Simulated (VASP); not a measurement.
Consider the following.

```
CELL_PARAMETERS angstrom
      2.11599    -3.66501     0.00000
      2.11599     3.66501     0.00000
      0.00000     0.00000     6.95572
ATOMIC_POSITIONS crystal
  Cd 0.00000 0.00000 0.00000
  I  0.33333 0.66667 0.24495
  I  0.66667 0.33333 0.75505
```

Computed with PBEsol GGA, VASP's PBE PAW potentials (set 64) (plane waves; VASP). Run with 520 eV cut-off, 7×7×4 Γ-centred mesh, tetrahedra with Blöchl corrections, potentials Cd I.

The cores are frozen, which limits the accuracy of field gradients. Without a dispersion term in the relaxation, distances and binding between the weakly bound layers, chains or molecules are unreliable, and so is what depends on them.

Question: Give the principal components of the electric field gradient (V/Å²) and the asymmetry η at each nucleus.

Answer: 
| atom | Vxx | Vyy | Vzz | η |
|---|---|---|---|---|
| Cd1 | -0.9 | -0.9 | 1.7 | 0.00 |
| I2 | 28.3 | 28.3 | -56.6 | 0.00 |
| I3 | 28.3 | 28.3 | -56.6 | 0.00 |

The compound is CdI2 in the 1T layered structure. It was relaxed first.
